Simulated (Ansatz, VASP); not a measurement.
# HfZrSi2 in two plane-wave programs

Wanted: the spread between two codes on one cell, functional and k mesh. The cell is invented: As first built, before any earlier steps moved the atoms (in the runner's words): it takes the HfZrC2 structure with some of its atoms replaced by other elements, volume scaled by an estimate. It may not be a known or stable phase. The cell is taken from a series of VASP runs on this material, whose earlier steps may have relaxed, scaled or displaced it; both programs get it as it stands.

Calculated with Ansatz 0.2.0; plane waves, with VASP 6.6.1 beside it; zone-centre phonons at LDA.

## Step 1: Starting point

It takes space group P4/mmm (No. 123, tetragonal). The conventional cell has a = 3.732 Å, b = 3.732 Å, c = 5.283 Å, α = 90.00°, β = 90.00°, γ = 90.00°. Nearest to Hf lie 6 Si at 2.64 Å. Zr has 6 Si at 2.64 Å nearest. Nearest to Si lie 4 Zr at 2.64 Å and 2 Hf at 2.64 Å. Nearest to Si lie 4 Hf at 2.64 Å and 2 Zr at 2.64 Å. As first built, before any earlier steps moved the atoms (in the runner's words): sites of the HfZrC2 structure (space group 123) filled with other elements, volume scaled by an estimate. Farther neighbours are not listed.

Structure file:

```xyz
4
Lattice="3.7316 0.0000 0.0000 0.0000 3.7316 0.0000 0.0000 0.0000 5.2829" Properties=species:S:1:pos:R:3 pbc="T T T"
Hf    0.0000    0.0000    0.0000
Zr    1.8658    1.8658    2.6415
Si    0.0000    0.0000    2.6415
Si    1.8658    1.8658    0.0000
```

## Step 2: VASP: zone-centre phonons, LDA

Second derivatives magnify differences that forces hide, and they need a tight electronic threshold.

Lines of VASP's logs that name or quote its potential files are left out, and so is its time.

INCAR reads:

```
SYSTEM = HfZrSi2
PREC = Accurate
ENCUT = 400
EDIFF = 1E-08
NELM = 100
ISMEAR = 1
SIGMA = 0.2
LREAL = .FALSE.
ALGO = Normal
GGA = CA
NBANDS = 21
LORBIT = 11
LWAVE = .FALSE.
LCHARG = .FALSE.
KPAR = 2
IBRION = 8
ISIF = 2
```

POSCAR reads:

```
HfZrSi2
1.0
    3.7316076555      0.0000000000      0.0000000000
    0.0000000000      3.7316076555      0.0000000000
    0.0000000000      0.0000000000      5.2829137682
Hf Zr Si
1 1 2
Direct
    0.0000000000      0.0000000000      0.0000000000
    0.5000000000      0.5000000000      0.5000000000
    0.0000000000      0.0000000000      0.5000000000
    0.5000000000      0.5000000000      0.0000000000
```

KPOINTS reads:

```
Automatic mesh
0
Gamma
10 10 7
0 0 0
```

Potentials, in the order of the species: Hf_pv, Zr_sv and Si (LDA family, release 64).

Run with:

```console
> mpirun -np 2 vasp_std
```

Numbers of over 12 decimals in the logs are rounded to 6 here.

Log:

```text
[banner, memory and clock lines left out]
running    2 mpi-ranks, on    1 nodes
 distrk:  each k-point on    1 cores,    2 groups
 distr:  one band on    1 cores,    1 groups

 POSCAR found type information on POSCAR HfZrSi
 POSCAR found :  3 types and       4 ions
 LDA part: xc-table for (Slater(with rela. corr.)+CA(PZ))
 , standard interpolation
 POSCAR, INCAR and KPOINTS ok, starting setup
 FFT: planning ... GRIDC
 FFT: planning ... GRID_SOFT
 FFT: planning ... GRID
 WAVECAR not read
 entering main loop
       N       E                     dE             d eps       ncg     rms          rms(c)
DAV:   1     0.137209737790E+03    0.13721E+03   -0.13182E+04  3552   0.109E+03
DAV:   2    -0.267315357357E+02   -0.16394E+03   -0.15825E+03  4410   0.296E+02
DAV:   3    -0.362673881892E+02   -0.95359E+01   -0.93946E+01  6065   0.512E+01
DAV:   4    -0.366545916951E+02   -0.38720E+00   -0.38612E+00  4754   0.890E+00
DAV:   5    -0.366655593616E+02   -0.10968E-01   -0.10966E-01  5287   0.130E+00    0.506E+01
DAV:   6    -0.347430041532E+02    0.19226E+01   -0.56476E+00  4194   0.116E+01    0.288E+01
DAV:   7    -0.346857930106E+02    0.57211E-01   -0.16210E+00  5203   0.572E+00    0.773E+00
DAV:   8    -0.346431493445E+02    0.42644E-01   -0.32772E-01  4113   0.281E+00    0.186E+00
DAV:   9    -0.346411077410E+02    0.20416E-02   -0.17195E-02  4973   0.723E-01    0.295E-01
DAV:  10    -0.346409853097E+02    0.12243E-03   -0.17558E-03  4399   0.211E-01    0.291E-01
DAV:  11    -0.346409587212E+02    0.26589E-04   -0.10457E-04  4659   0.716E-02    0.636E-02
DAV:  12    -0.346409548799E+02    0.38413E-05   -0.34511E-05  4958   0.300E-02    0.107E-02
DAV:  13    -0.346409547358E+02    0.14412E-06   -0.17952E-06  4564   0.940E-03    0.360E-03
DAV:  14    -0.346409547366E+02   -0.83128E-09   -0.70421E-08  4767   0.181E-03
   1 F= -.34640955E+02 E0= -.34642479E+02  d E =0.457195E-02
 Linear response reoptimize wavefunctions to high precision
DAV:   1    -0.346409547367E+02   -0.33651E-10   -0.43456E-09  3886   0.381E-04
DAV:   2    -0.346409547367E+02   -0.45475E-10   -0.25310E-10  2619   0.105E-04
 Linear response DOF=           8
 Linear response progress:
  Degree of freedom:   1/  8
       N       E                     dE             d eps       ncg     rms          rms(c)
RMM:   1    -0.211681806492E+00   -0.21168E+00    0.51174E+00  7155   0.107E+01
RMM:   2    -0.218569280046E+00   -0.68875E-02   -0.45801E-02  9779   0.102E+00    0.518E-01
RMM:   3    -0.218470608280E+00    0.98672E-04   -0.40846E-03 12061   0.209E-01    0.209E-01
RMM:   4    -0.218229941570E+00    0.24067E-03   -0.56733E-04 13428   0.754E-02    0.163E-01
RMM:   5    -0.217982274251E+00    0.24767E-03   -0.13176E-04 13053   0.426E-02    0.268E-02
RMM:   6    -0.217933809043E+00    0.48465E-04   -0.29821E-05 14647   0.170E-02    0.516E-03
RMM:   7    -0.217923105470E+00    0.10704E-04   -0.80941E-06 13919   0.922E-03    0.144E-03
RMM:   8    -0.217925031713E+00   -0.19262E-05    0.16771E-05 15006   0.505E-03    0.100E-03
RMM:   9    -0.217924836831E+00    0.19488E-06    0.22068E-05 15310   0.323E-03    0.658E-04
RMM:  10    -0.217924584230E+00    0.25260E-06    0.14135E-05 15301   0.218E-03    0.345E-04
RMM:  11    -0.217924244209E+00    0.34002E-06    0.96073E-06 15091   0.150E-03    0.181E-04
RMM:  12    -0.217924159726E+00    0.84483E-07    0.57421E-06 15646   0.106E-03    0.121E-04
RMM:  13    -0.217923978691E+00    0.18103E-06    0.39830E-06 15618   0.766E-04    0.142E-04
RMM:  14    -0.217923923326E+00    0.55365E-07    0.23680E-06 15583   0.559E-04    0.137E-04
[...]
RMM:  19    -0.217923540075E+00    0.15008E-08    0.38759E-07 14701   0.191E-04    0.276E-05
RMM:  20    -0.217923470491E+00    0.69584E-07    0.25204E-07 14673   0.168E-04    0.205E-05
RMM:  21    -0.217923458751E+00    0.11740E-07    0.20243E-07 14681   0.153E-04    0.101E-05
RMM:  22    -0.217923425426E+00    0.33326E-07    0.14930E-07 14190   0.140E-04    0.677E-06
RMM:  23    -0.217923397104E+00    0.28321E-07    0.14554E-07 14402   0.133E-04    0.280E-06
RMM:  24    -0.217923408971E+00   -0.11867E-07    0.12258E-07 13148   0.126E-04    0.224E-06
RMM:  25    -0.217923405533E+00    0.34379E-08    0.13310E-07 12007   0.121E-04    0.287E-06
RMM:  26    -0.217923399401E+00    0.61325E-08    0.12466E-07 11195   0.118E-04    0.253E-06
 first order change of Fermi-energy  -0.91263E-04
 force on displaced ion       1 direction 1 : -11.243   0.000   0.000
 Linear response progress:
  Degree of freedom:   2/  8
       N       E                     dE             d eps       ncg     rms          rms(c)
[...]
RMM:   7    -0.707954559833E+00    0.49566E-05   -0.42595E-05  7709   0.207E-02    0.331E-03
RMM:   8    -0.707971917362E+00   -0.17358E-04   -0.20064E-05  8078   0.107E-02    0.147E-03
RMM:   9    -0.707982334974E+00   -0.10418E-04   -0.93057E-06  8289   0.636E-03    0.585E-04
RMM:  10    -0.707987722102E+00   -0.53871E-05   -0.69432E-06  8346   0.436E-03    0.216E-04
RMM:  11    -0.707991254616E+00   -0.35325E-05   -0.41756E-06  8605   0.312E-03    0.171E-04
RMM:  12    -0.707991423101E+00   -0.16849E-06   -0.32573E-06  8711   0.237E-03    0.932E-05
RMM:  13    -0.707992119345E+00   -0.69624E-06   -0.21879E-06  8799   0.191E-03    0.117E-04
[...]
Linear response progress:
  Degree of freedom:   6/  8
       N       E                     dE             d eps       ncg     rms          rms(c)
RMM:   1    -0.301143031384E-01   -0.30114E-01   -0.51827E-03  7634   0.934E-01
RMM:   2    -0.251223279968E-01    0.49920E-02   -0.45497E-03  6850   0.241E-01    0.424E-01
RMM:   3    -0.250712587598E-01    0.51069E-04   -0.11969E-03  5725   0.133E-01    0.200E-01
RMM:   4    -0.252886936480E-01   -0.21743E-03   -0.31765E-04  6401   0.611E-02    0.373E-02
RMM:   5    -0.252990491043E-01   -0.10355E-04   -0.47344E-05  6616   0.295E-02    0.106E-02
RMM:   6    -0.253183100394E-01   -0.19261E-04   -0.10791E-05  6893   0.111E-02    0.482E-03
RMM:   7    -0.253086232860E-01    0.96868E-05   -0.31938E-06  7293   0.445E-03    0.895E-04
RMM:   8    -0.253095816970E-01   -0.95841E-06    0.24035E-06  7930   0.186E-03    0.547E-04
RMM:   9    -0.253117462593E-01   -0.21646E-05    0.49099E-06  7950   0.886E-04    0.115E-04
RMM:  10    -0.253117181884E-01    0.28071E-07    0.34204E-06  8542   0.425E-04    0.621E-05
RMM:  11    -0.253117358963E-01   -0.17708E-07    0.18123E-06  8720   0.230E-04    0.639E-05
RMM:  12    -0.253117122794E-01    0.23617E-07    0.11082E-06  8378   0.144E-04    0.131E-04
RMM:  13    -0.253117831094E-01   -0.70830E-07    0.70250E-07  7684   0.110E-04    0.174E-05
RMM:  14    -0.253117876357E-01   -0.45263E-08    0.48201E-07  8598   0.749E-05    0.106E-05
RMM:  15    -0.253117749256E-01    0.12710E-07    0.28753E-07  8413   0.565E-05    0.821E-06
RMM:  16    -0.253118201798E-01   -0.45254E-07    0.21067E-07  8103   0.482E-05    0.235E-06
RMM:  17    -0.253118016209E-01    0.18559E-07    0.12255E-07  7932   0.419E-05    0.174E-06
RMM:  18    -0.253118061563E-01   -0.45354E-08    0.82792E-08  7542   0.385E-05    0.118E-06
 first order change of Fermi-energy   0.65829E-04
 force on displaced ion       3 direction 3 :   0.000   0.000 -10.325
 Linear response progress:
  Degree of freedom:   7/  8
       N       E                     dE             d eps       ncg     rms          rms(c)
RMM:   1    -0.240893295162E-01   -0.24089E-01   -0.98370E-03 12879   0.880E-01
RMM:   2    -0.200598857719E-01    0.40294E-02   -0.33232E-03 11767   0.216E-01    0.355E-01
RMM:   3    -0.201652705352E-01   -0.10538E-03   -0.60216E-04 10373   0.995E-02    0.182E-01
RMM:   4    -0.204687153034E-01   -0.30344E-03   -0.32393E-04 10999   0.627E-02    0.182E-02
RMM:   5    -0.204425240963E-01    0.26191E-04   -0.35818E-05 11662   0.254E-02    0.749E-03
RMM:   6    -0.204590344974E-01   -0.16510E-04   -0.76731E-06 12559   0.811E-03    0.316E-03
RMM:   7    -0.204512053756E-01    0.78291E-05   -0.10996E-06 12716   0.332E-03    0.120E-03
RMM:   8    -0.204540035123E-01   -0.27981E-05    0.19753E-06 13673   0.144E-03    0.529E-04
RMM:   9    -0.204564020736E-01   -0.23986E-05    0.47374E-06 13788   0.765E-04    0.808E-05
RMM:  10    -0.204564242949E-01   -0.22221E-07    0.29308E-06 14305   0.396E-04    0.726E-05
RMM:  11    -0.204564101514E-01    0.14143E-07    0.16567E-06 15120   0.222E-04    0.861E-05
RMM:  12    -0.204563769530E-01    0.33198E-07    0.66282E-07 14863   0.145E-04    0.120E-04
RMM:  13    -0.204564454265E-01   -0.68474E-07    0.78401E-07 13623   0.116E-04    0.546E-05
RMM:  14    -0.204564945127E-01   -0.49086E-07    0.42456E-07 12330   0.127E-04    0.131E-04
RMM:  15    -0.204564679789E-01    0.26534E-07    0.37459E-07 13789   0.771E-05    0.131E-04
RMM:  16    -0.204564887002E-01   -0.20721E-07    0.22636E-07 12575   0.727E-05    0.776E-05
RMM:  17    -0.204564876255E-01    0.10747E-08    0.16873E-07 13394   0.668E-05    0.300E-05
RMM:  18    -0.204564857824E-01    0.18431E-08    0.15611E-07 14001   0.529E-05    0.126E-05
RMM:  19    -0.204565132591E-01   -0.27477E-07    0.84589E-08 14227   0.467E-05    0.588E-06
RMM:  20    -0.204565125668E-01    0.69227E-09    0.92793E-08 13308   0.438E-05    0.167E-06
 first order change of Fermi-energy  -0.48132E-04
 force on displaced ion       4 direction 1 : -11.019   0.000   0.000
 Linear response progress:
  Degree of freedom:   8/  8
       N       E                     dE             d eps       ncg     rms          rms(c)
RMM:   1    -0.284601887113E-01   -0.28460E-01   -0.39839E-04  7968   0.894E-01
RMM:   2    -0.248846281826E-01    0.35756E-02   -0.29921E-03  6728   0.232E-01    0.157E-01
RMM:   3    -0.249054563924E-01   -0.20828E-04   -0.13058E-03  6033   0.138E-01    0.544E-02
RMM:   4    -0.250890969066E-01   -0.18364E-03   -0.30288E-04  7097   0.609E-02    0.173E-02
RMM:   5    -0.251482924731E-01   -0.59196E-04   -0.62477E-05  7062   0.321E-02    0.916E-03
RMM:   6    -0.251774302321E-01   -0.29138E-04   -0.20672E-05  7028   0.168E-02    0.438E-03
RMM:   7    -0.251663956216E-01    0.11035E-04   -0.81783E-06  7174   0.778E-03    0.916E-04
RMM:   8    -0.251663466321E-01    0.48989E-07   -0.77827E-06  7936   0.336E-03    0.299E-04
RMM:   9    -0.251675620781E-01   -0.12154E-05   -0.47625E-06  7677   0.158E-03    0.195E-04
RMM:  10    -0.251680574496E-01   -0.49537E-06   -0.34388E-06  8193   0.745E-04    0.103E-04
RMM:  11    -0.251680031474E-01    0.54302E-07   -0.12676E-06  8167   0.395E-04    0.374E-05
RMM:  12    -0.251678707485E-01    0.13240E-06   -0.14096E-06  8319   0.232E-04    0.144E-05
RMM:  13    -0.251678936015E-01   -0.22853E-07   -0.70507E-07  8398   0.143E-04    0.780E-06
RMM:  14    -0.251679218917E-01   -0.28290E-07   -0.44604E-07  8658   0.941E-05    0.468E-06
RMM:  15    -0.251679653127E-01   -0.43421E-07   -0.24802E-07  7719   0.736E-05    0.270E-06
RMM:  16    -0.251679934188E-01   -0.28106E-07   -0.18897E-07  7989   0.570E-05    0.176E-06
RMM:  17    -0.251679813004E-01    0.12118E-07   -0.12517E-07  7833   0.481E-05    0.336E-06
RMM:  18    -0.251679609844E-01    0.20316E-07   -0.10110E-07  7527   0.435E-05    0.599E-06
RMM:  19    -0.251679843970E-01   -0.23413E-07   -0.77928E-08  7204   0.399E-05    0.682E-06
RMM:  20    -0.251679563306E-01    0.28066E-07   -0.62890E-08  6737   0.388E-05    0.547E-06
RMM:  21    -0.251679255623E-01    0.30768E-07   -0.40445E-08  7261   0.378E-05    0.464E-06
RMM:  22    -0.251679840024E-01   -0.58440E-07   -0.39027E-08  6013   0.358E-05    0.429E-06
RMM:  23    -0.251679349133E-01    0.49089E-07   -0.27149E-08  4790   0.350E-05    0.440E-06
RMM:  24    -0.251679674508E-01   -0.32537E-07   -0.31452E-08  4608   0.345E-05    0.447E-06
 first order change of Fermi-energy  -0.65236E-03
 force on displaced ion       4 direction 3 :   0.000  -0.000 -10.761
 Linear response finished
```

[end of part 1 of 2]

[Lines on the potential files, build, host, timing and source positions are cut from VASP's logs without a mark.]

[Logs are printed without paths, hosts, clocks, repeated set-up lines and the standing remarks that a program may print on its own settings, such as how far it seeks lower states.]

[Hosts, paths, dates, database ids (printed as entryN), source tags and the programs' standing remarks are cut or masked in the printed files.]
